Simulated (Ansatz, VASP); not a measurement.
# Cross-check of SrPb2N2 between VASP and Ansatz, part 2 of 2

Aim: how closely do two programs agree when they are given the same cell, functional and k mesh? Of the first pair: The structure shown is the start of the Ansatz relaxation below; VASP solves that cell, so the two are compared at the walk's first step.

VASP 6.6.1 and Ansatz 0.2.0.

So far. Step 4 (Comparison): The forces differ by 11 meV/Å r.m.s., which is 10.6 % of the r.m.s. force of 0.108 eV/Å (both taken over all components). With vacuum in the cell, a pressure given here is an average over mostly empty space and none of the material.

## (6) VASP: single point, PBE, relaxed cell, pair 2

Level of this step: PBE; plane waves and PAW (Pb_d, Sr_sv, N) (VASP).

The same cell, functional, mesh and smearing now go to VASP, with its own data sets.

INCAR reads:

```
SYSTEM = SrPb2N2
PREC = Accurate
ENCUT = 520
EDIFF = 1E-06
NELM = 120
ISMEAR = -1
SIGMA = 0.05
LREAL = .FALSE.
ALGO = Normal
GGA = PE
NBANDS = 30
LORBIT = 11
LWAVE = .FALSE.
LCHARG = .FALSE.
ISIF = 2
LDIPOL = .TRUE.
IDIPOL = 3
DIPOL = 0.5 0.5 0.308
LVHAR = .TRUE.
LASPH = .TRUE.
GGA_COMPAT = .FALSE.
EFERMI = MIDGAP
NELMDL = -8
KPAR = 2
```

POSCAR reads:

```
SrPb2N2
1.0
    3.6018423509      0.0000000029      0.0000000000
   -1.8009211780      3.1192869749      0.0000000000
    0.0000000000      0.0000000000     35.4147205576
Pb Sr N
2 1 2
Direct
    0.0000000000      1.0000000000      0.2255785502
    0.3333333334      0.6666666666      0.3901925221
    0.6666666667      0.3333333333      0.3078855362
    0.0000000000      1.0000000000      0.3538424755
    0.3333333334      0.6666666666      0.2619285968
```

KPOINTS reads:

```
Automatic mesh
0
Gamma
9 9 1
0 0 0
```

PAW data sets: Pb_d, Sr_sv and N (PBE family, release 64).

On the command line:

```console
$ mpirun -np 2 vasp_std
```

Numbers of over 12 decimals in the logs are rounded to 6 here.

Log:

```text
[... set-up lines as in an earlier step ...]
 entering main loop
       N       E                     dE             d eps       ncg     rms          rms(c)
DAV:   1     0.510385921233E+03    0.51039E+03   -0.20540E+04   776   0.130E+03
DAV:   2     0.433286455872E+02   -0.46706E+03   -0.44829E+03   900   0.371E+02
DAV:   3    -0.296329755871E+02   -0.72962E+02   -0.71170E+02  1154   0.164E+02
DAV:   4    -0.331054141093E+02   -0.34724E+01   -0.34504E+01   880   0.407E+01
[...]
DAV:  38    -0.259458362965E+02   -0.17236E-05   -0.14447E-07   534   0.369E-03    0.679E-04
DAV:  39    -0.259458375798E+02   -0.12832E-05   -0.20106E-07   534   0.271E-03    0.952E-04
DAV:  40    -0.259458378559E+02   -0.27613E-06   -0.67847E-08   522   0.258E-03
   1 F= -.25945838E+02 E0= -.25945838E+02  d E =-.142680E-06
```

Parts of OUTCAR (step 6):

```text
  Total        0.1212217      0.1212217      0.1500507     -0.0000000      0.0000000      0.0000000
  in kB        0.4881206      0.4881206      0.6042056     -0.0000000      0.0000000      0.0000000
  external PRESSURE =       0.5268156 kB  Pullay stress =       0.0000000 kB

 POSITION                                       TOTAL-FORCE (eV/Angst)
 -----------------------------------------------------------------------------------
      0.00000      0.00000      7.98880        -0.000000      0.000000     -0.021977
     -0.00000      2.07952     13.81856         0.000000     -0.000000      0.021977
      1.80092      1.03976     10.90368         0.000000      0.000000      0.000000
      0.00000      0.00000     12.53123         0.000000      0.000000      0.023979
     -0.00000      2.07952      9.27613        -0.000000     -0.000000     -0.023979
 -----------------------------------------------------------------------------------
    total drift:                               -0.000001      0.000000      0.000191

  FREE ENERGIE OF THE ION-ELECTRON SYSTEM (eV)
  ---------------------------------------------------
  free  energy   TOTEN  =       -25.9458378559 eV

  energy  without entropy=      -25.9458377132  energy(sigma->0) =      -25.94583778

[... 1 part as in an earlier step ...]

[... 2 further parts left out ...]
[key lines of the parts left out:]
E-fermi :  -1.3111
```

## (7) Comparison

Compared:

```csv
quantity,Ansatz,VASP,difference
gap on the k mesh (eV),1.362,1.342,+0.019
```

At this near-relaxed geometry the largest component of a force difference is 23 meV/Å. A gap on the mesh is an upper bound, since the band edges may lie between its points; neither run holds spin-orbit coupling, which can move the band edges of a compound of Pb. With vacuum in the cell, a pressure given here is an average over mostly empty space and none of the material.

## (8) VASP: single point, PBE, pair 3

A single point gives forces, pressure and levels at one fixed geometry, so differences don't come from the geometry; what else differs is listed under the comparison.

INCAR reads:

```
SYSTEM = SrPb2N2
PREC = Accurate
ENCUT = 520
EDIFF = 1E-06
NELM = 120
ISMEAR = 0
SIGMA = 0.01
LREAL = .FALSE.
ALGO = Normal
GGA = PE
NBANDS = 30
LORBIT = 11
LWAVE = .FALSE.
LCHARG = .FALSE.
ISIF = 2
LASPH = .TRUE.
GGA_COMPAT = .FALSE.
EFERMI = MIDGAP
KPAR = 2
```

POSCAR reads:

```
SrPb2N2
1.0
    3.6738791980      0.0000000030      0.0000000000
   -1.8369396015      3.1816727144      0.0000000000
    0.0000000000      0.0000000000     20.8300000000
Pb Sr N
2 1 2
Direct
    0.0000000000      1.0000000000      0.3600634226
    0.3333333334      0.6666666666      0.6399365774
    0.6666666667      0.3333333333      0.5000000000
    0.0000000000      1.0000000000      0.5781350055
    0.3333333334      0.6666666666      0.4218649945
```

KPOINTS reads:

```
Automatic mesh
0
Gamma
8 8 1
0 0 0
```

On the command line:

```console
$ mpirun -np 2 vasp_std
```

Log:

```text
[... set-up lines as in an earlier step ...]
 entering main loop
       N       E                     dE             d eps       ncg     rms          rms(c)
DAV:   1     0.528236092334E+03    0.52824E+03   -0.21940E+04   616   0.144E+03
DAV:   2     0.448307786586E+02   -0.48341E+03   -0.46321E+03   674   0.406E+02
DAV:   3    -0.296922375717E+02   -0.74523E+02   -0.72808E+02  1008   0.176E+02
DAV:   4    -0.330203799415E+02   -0.33281E+01   -0.33139E+01   748   0.415E+01
[...]
DAV:  22    -0.259077343344E+02   -0.18413E-04   -0.89388E-07   474   0.601E-03    0.126E-03
DAV:  23    -0.259077358868E+02   -0.15525E-05   -0.12728E-07   456   0.334E-03    0.120E-03
DAV:  24    -0.259077363620E+02   -0.47516E-06   -0.82894E-08   426   0.226E-03
   1 F= -.25907736E+02 E0= -.25907736E+02  d E =0.000000E+00
```

From OUTCAR (step 8):

```text
  Total       -2.0757184     -2.0757184     -0.7808700     -0.0000000      0.0000000      0.0000000
  in kB      -13.6586999    -13.6586999     -5.1383024     -0.0000000      0.0000000      0.0000000
  external PRESSURE =     -10.8185674 kB  Pullay stress =       0.0000000 kB

 POSITION                                       TOTAL-FORCE (eV/Angst)
 -----------------------------------------------------------------------------------
      0.00000      0.00000      7.50012         0.000000     -0.000000      0.173426
     -0.00000      2.12112     13.32988        -0.000000      0.000000     -0.173426
      1.83694      1.06056     10.41500        -0.000000     -0.000000     -0.000000
      0.00000      0.00000     12.04255        -0.000000      0.000000      0.087343
     -0.00000      2.12112      8.78745        -0.000000     -0.000000     -0.087343
 -----------------------------------------------------------------------------------
    total drift:                               -0.000001      0.000000     -0.000049

  FREE ENERGIE OF THE ION-ELECTRON SYSTEM (eV)
  ---------------------------------------------------
  free  energy   TOTEN  =       -25.9077363620 eV

  energy  without entropy=      -25.9077363620  energy(sigma->0) =      -25.90773636

[... 3 further parts left out ...]
[key lines of the parts left out:]
E-fermi :   0.2161
```

## (9) Ansatz: single point, PBE, pair 3

The same cell, functional and mesh now go to Ansatz, which takes its cutoff from its data sets.

The cell is taken from a series of runs on this material, whose earlier steps may have relaxed, scaled, displaced or heated it; both programs get it as it stands.

input.yaml reads:

```yaml
crystal:
  lattice:
    - [3.673879198, 3.0e-09, 0.0]
    - [-1.8369396015, 3.1816727144, 0.0]
    - [0.0, 0.0, 20.83]
  atoms:
    - { symbol: Pb, position: [0.0, 0.0, 0.3600634226] }
    - { symbol: Pb, position: [0.3333333333, 0.6666666667, 0.6399365774] }
    - { symbol: Sr, position: [0.6666666667, 0.3333333333, 0.5] }
    - { symbol: "N", position: [0.0, 0.0, 0.5781350055] }
    - { symbol: "N", position: [0.3333333333, 0.6666666667, 0.4218649945] }
kpoints:
  mp_grid: { grid: [8, 8, 1] }
scf:
  occupations: { method: fixed }
hamiltonian:
  xc: pbe
  pseudopotentials: { kind: paw }
output:
  optics:
    e_range: [0, 15]
    de: 0.05
    sigma: 0.15
    nscf_kmesh: { grid: [12, 12, 1] }
    bands: { spectra_wanted_up_to: 15 }
```

On the command line:

```console
$ ansatz run input.yaml --threads 4 --pin off --max-ram 8192MiB --backend cpu --events-out ev --progress --plain --runs-dir out
```

Log:

```text
[...]
Crystal: 5 atoms, lattice volume = 243.484 Å³
Basis set: ecut = 420 eV, 4737 PW (Γ)
Bands: 29, of which v1, the nominal top of the filled ones, is band 24 counted from 1 (23 counted from 0)
Symmetry: 12 space group operations
[...]
k-points: 10 of 64
[...]
--- Band table (eV; the first three rows and the last of 10) ---
  k-point 0: bands = [... 20 lower, 0.5941, 1.1042, 1.1042, 1.5195, 2.6636, 3.2029, 5.5168, 5.8645, ... 1 higher]
  k-point 1: bands = [... 20 lower, 0.5275, 0.7880, 0.9511, 1.4869, 3.3405, 3.5517, 5.7495, 5.9818, ... 1 higher]
  k-point 2: bands = [... 20 lower, 0.3098, 0.6568, 0.8182, 1.2354, 3.8991, 4.2906, 5.1120, 5.2544, ... 1 higher]
  k-point 9: bands = [... 20 lower, -0.3839, -0.1199, 0.5976, 0.6422, 4.0053, 4.0131, 5.1612, 5.3784, ... 1 higher]
[key lines of the parts left out:]
SCF converged after 10 iterations
Free energy (F): -28125.457005 eV
Fermi energy:    1.519510 eV
```

## (10) Comparison

What differs besides the data sets and the points named for the pairs above, as far as they apply: fixed occupations in Ansatz, narrow Gaussian smearing in VASP. Total energies have different zeros and are not compared.

The two programs side by side:

| quantity | Ansatz | VASP | difference |
| --- | --- | --- | --- |
| gap on the k mesh (eV) | 1.144 | 1.124 | +0.020 |

A gap on the mesh is an upper bound, since the band edges may lie between its points; neither run holds spin-orbit coupling, which can move the band edges of a compound of Pb. With vacuum in the cell, a pressure given here is an average over mostly empty space and none of the material.

## (11) Results

| Quantity | Value |
| --- | --- |
| r.m.s. force difference (single point, PBE, start cell, pair 1) | 11 meV/Å |
| difference in gap on the k mesh (single point, PBE, relaxed cell, pair 2) | 0.019 eV |
| r.m.s. force difference (single point, PBE, relaxed cell, pair 2) | 11 meV/Å |
| difference in gap on the k mesh (single point, PBE, pair 3) | 0.020 eV |

In words: The r.m.s. force difference is 11 meV/Å (single point, PBE, start cell, pair 1), at about the 12 meV/Å picked in this series as the mark of a large difference. 2 further runs of this series are not shown here. Such differences can come from data sets, numerical settings and the points named under the comparisons, not from the functional's error against experiment.

[Lines on the potential files, build, host, timing and source positions are cut from VASP's logs without a mark.]

[Logs are printed without paths, hosts, clocks, repeated set-up lines and the standing remarks that a program may print on its own settings, such as how far it seeks lower states.]

[Hosts, paths, dates, database ids (printed as entryN), source tags and the programs' standing remarks are cut or masked in the printed files.]
